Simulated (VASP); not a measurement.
These are r2SCAN meta-GGA, VASP's PBE PAW potentials (set 64) (plane waves; VASP) values and carry that method's errors.

VASP input:

File POSCAR:
```
TiO2
1
    4.5633565388     0.0000000000     0.0000000000
    0.0000000000     4.5633565388     0.0000000000
    0.0000000000     0.0000000000     2.9467280836
Ti O
2 4
Direct
  0.0000000000   0.0000000000   1.0000000000
  0.5000000000   0.5000000000   0.5000000000
  0.3039024168   0.3039024168   0.0000000000
  0.8039024168   0.1960975832   0.5000000000
  0.1960975832   0.8039024168   0.5000000000
  0.6960975832   0.6960975832   1.0000000000
```

File KPOINTS:
```
Automatic mesh
0
Gamma
  5 5 8
```

**INCAR**
```
# general
SYSTEM  = TiO2
PREC    = Accurate
ENCUT   = 620
LREAL   = F
LASPH   = T

# electronic loop
EDIFF   = 1E-6
NELM    = 100
ALGO    = Normal
LMAXMIX = 4
LMIXTAU = T

# smearing
ISMEAR  = 0
SIGMA   = 0.05

# functional
METAGGA = R2SCAN

# ions
IBRION  = 2
NSW     = 40
ISIF    = 3
EDIFFG  = -0.02
PSTRESS = 50

# output
LWAVE   = F
LCHARG  = F
```

POTCAR, in this order: Ti_sv O (PBE.64 set). Program: vasp_std.

The resulting files:

**OUTCAR**
```
 ion  position               nearest neighbor table
   1  0.000  0.000  0.000-   4 1.94   5 1.94   4 1.94   5 1.94   3 1.96   6 1.96
   2  0.500  0.500  0.500-   3 1.94   6 1.94   3 1.94   6 1.94   5 1.96   4 1.96
   3  0.304  0.304  0.000-   2 1.94   2 1.94   1 1.96
   4  0.804  0.196  0.500-   1 1.94   1 1.94   2 1.96
   5  0.196  0.804  0.500-   1 1.94   1 1.94   2 1.96
   6  0.696  0.696  0.000-   2 1.94   2 1.94   1 1.96
  LATTYP: Found a simple tetragonal cell.
 ALAT       =     4.5633565388
 C/A-ratio  =     0.6457369830
 Subroutine PRICEL returns:
 Original cell was already a primitive cell.
 Subroutine GETGRP returns: Found 16 space group operations
The static configuration has the point symmetry D_2h.
 The point group associated with its full space group is D_4h.
The dynamic configuration has the point symmetry D_2h.
 Subroutine INISYM returns: Found 16 space group operations
 Subroutine IBZKPT returns following result:
 Found     30 irreducible k-points:

 Following reciprocal coordinates:
            Coordinates               Weight
  0.000000  0.000000  0.000000      1.000000
  0.200000  0.000000  0.000000      4.000000
  0.400000  0.000000  0.000000      4.000000
  0.200000  0.200000  0.000000      4.000000
  0.400000  0.200000  0.000000      8.000000
  0.400000  0.400000  0.000000      4.000000
  0.000000  0.000000  0.125000      2.000000
  0.200000  0.000000  0.125000      8.000000
  0.400000  0.000000  0.125000      8.000000
  0.200000  0.200000  0.125000      8.000000
  0.400000  0.200000  0.125000     16.000000
  0.400000  0.400000  0.125000      8.000000
  0.000000  0.000000  0.250000      2.000000
  0.200000  0.000000  0.250000      8.000000
  0.400000  0.000000  0.250000      8.000000
  0.200000  0.200000  0.250000      8.000000
  0.400000  0.200000  0.250000     16.000000
  0.400000  0.400000  0.250000      8.000000
  0.000000  0.000000  0.375000      2.000000
  0.200000  0.000000  0.375000      8.000000
  0.400000  0.000000  0.375000      8.000000
  0.200000  0.200000  0.375000      8.000000
  0.400000  0.200000  0.375000     16.000000
  0.400000  0.400000  0.375000      8.000000
  0.000000  0.000000  0.500000      1.000000
  0.200000  0.000000  0.500000      4.000000
  0.400000  0.000000  0.500000      4.000000
  0.200000  0.200000  0.500000      4.000000
  0.400000  0.200000  0.500000      8.000000
  0.400000  0.400000  0.500000      4.000000
   k-points           NKPTS =     30   k-points in BZ     NKDIM =     30   number of bands    NBANDS=     28
   number of dos      NEDOS =    301   number of ions     NIONS =      6
   total plane-waves  NPLWV =  38400
   dimension x,y,z NGX =    40 NGY =   40 NGZ =   24
   dimension x,y,z NGXF=    80 NGYF=   80 NGZF=   48
   ions per type =               2   4
   PREC   = accura    normal or accurate (medium, high low for compatibility)
   ISTART =      0    job   : 0-new  1-cont  2-samecut
   ICHARG =      2    charge: 1-file 2-atom 10-const
   ISPIN  =      1    spin polarized calculation?
   LNONCOLLINEAR =      F non collinear calculations
   LSORBIT =      F    spin-orbit coupling
   INIWAV =      1    electr: 0-lowe 1-rand  2-diag
   ENCUT  =  620.0 eV  45.57 Ry    6.75 a.u.   9.26  9.26  5.98*2*pi/ulx,y,z
   NELM   =    100;   NELMIN=  2; NELMDL= -5     # of ELM steps
   EDIFF  = 0.1E-05   stopping-criterion for ELM
   LREAL  =      F    real-space projection
   NLSPLINE    = F    spline interpolate recip. space projectors
   LMAXMIX     =    4 max onsite mixed and CHGCAR
   VOSKOWN=      0    Vosko Wilk Nusair interpolation
   EDIFFG = -.2E-01   stopping-criterion for IOM
   NSW    =     40    number of steps for IOM
   NBLOCK =      1;   KBLOCK =     40    inner block; outer block
...
```

OSZICAR:
```
       N       E                     dE             d eps       ncg     rms          rms(c)
DAV:   1     0.723716069838E+03    0.72372E+03   -0.28112E+04  1680   0.232E+03
DAV:   2     0.386048463752E+02   -0.68511E+03   -0.66525E+03  1736   0.644E+02
DAV:   3    -0.949178200188E+02   -0.13352E+03   -0.12740E+03  2664   0.237E+02
DAV:   4    -0.101547465199E+03   -0.66296E+01   -0.66213E+01  2312   0.556E+01
DAV:   5    -0.101819242067E+03   -0.27178E+00   -0.27168E+00  2396   0.973E+00    0.335E+01
DAV:   6    -0.721248195496E+02    0.29694E+02   -0.83183E+01  2072   0.111E+02    0.918E+00
DAV:   7    -0.687186478897E+02    0.34062E+01   -0.52159E+00  2232   0.169E+01    0.530E+00
DAV:   8    -0.739870938734E+02   -0.52684E+01   -0.23215E+00  1952   0.132E+01    0.262E+00
DAV:   9    -0.690344243589E+02    0.49527E+01   -0.14187E+00  1744   0.107E+01    0.972E-01
DAV:  10    -0.696137678359E+02   -0.57934E+00   -0.27973E-01  2136   0.476E+00    0.595E-01
DAV:  11    -0.696104526336E+02    0.33152E-02   -0.88165E-03  2380   0.803E-01    0.728E-01
DAV:  12    -0.697785198316E+02   -0.16807E+00   -0.61620E-02  1816   0.222E+00    0.341E-01
DAV:  13    -0.697853729841E+02   -0.68532E-02   -0.63378E-03  2144   0.855E-01    0.211E-01
DAV:  14    -0.697872892509E+02   -0.19163E-02   -0.82746E-04  2204   0.252E-01    0.159E-01
DAV:  15    -0.697858178782E+02    0.14714E-02   -0.14969E-03  2112   0.357E-01    0.698E-02
DAV:  16    -0.697871774675E+02   -0.13596E-02   -0.81945E-04  2012   0.271E-01    0.376E-02
DAV:  17    -0.697874758556E+02   -0.29839E-03   -0.14166E-04  1880   0.132E-01    0.231E-02
DAV:  18    -0.697874772873E+02   -0.14318E-05   -0.72623E-06  2116   0.209E-02    0.164E-02
DAV:  19    -0.697874819221E+02   -0.46348E-05   -0.61914E-06  1980   0.254E-02    0.315E-03
DAV:  20    -0.697874838885E+02   -0.19664E-05   -0.13933E-06  1152   0.128E-02    0.196E-03
DAV:  21    -0.697874836885E+02    0.20002E-06   -0.36628E-07  1104   0.774E-03
   1 F= -.67872486E+02 E0= -.67872486E+02  d E =-.678725E+02
```

### OUTCAR
```
------------------------ aborting loop because EDIFF is reached ----------------------------------------
  FORCE on cell =-STRESS in cart. coord.  units (eV):
  Direction    XX          YY          ZZ          XY          YZ          ZX
  --------------------------------------------------------------------------------------
  Total        1.8829228      1.8829228      1.9783483     -0.0000000      0.0000000      0.0000000
  in kB       49.1625308     49.1625308     51.6540612     -0.0000000      0.0000000      0.0000000
  external PRESSURE =      -0.0069591 kB  Pullay stress =      50.0000000 kB
  volume of cell :       61.36
      direct lattice vectors                 reciprocal lattice vectors
     4.563356539  0.000000000  0.000000000     0.219136943  0.000000000  0.000000000
     0.000000000  4.563356539  0.000000000     0.000000000  0.219136943  0.000000000
     0.000000000  0.000000000  2.946728084     0.000000000  0.000000000  0.339359443
 POSITION                                       TOTAL-FORCE (eV/Angst)
 -----------------------------------------------------------------------------------
      0.00000      0.00000      0.00000        -0.000000     -0.000000      0.000000
      2.28168      2.28168      1.47336        -0.000000     -0.000000      0.000000
      1.38682      1.38682      0.00000        -0.002915     -0.002915      0.000000
      3.66849      0.89486      1.47336        -0.002915      0.002915      0.000000
      0.89486      3.66849      1.47336         0.002915     -0.002915      0.000000
      3.17654      3.17654      0.00000         0.002915      0.002915      0.000000
 -----------------------------------------------------------------------------------
    total drift:                               -0.000000     -0.000000     -0.000000
  FREE ENERGIE OF THE ION-ELECTRON SYSTEM (eV)
  ---------------------------------------------------
  free  energy   TOTEN  =       -69.7874836885 eV

  energy  without entropy=      -69.7874836885  energy(sigma->0) =      -69.78748369
  enthalpy is  TOTEN    =       -67.8724858512 eV   P V=        1.9149978373

 reached required accuracy - stopping structural energy minimisation
```
(Selected blocks of OUTCAR.)

The compound is TiO2 in the rutile structure. It was relaxed first under an external pressure of 5 GPa.
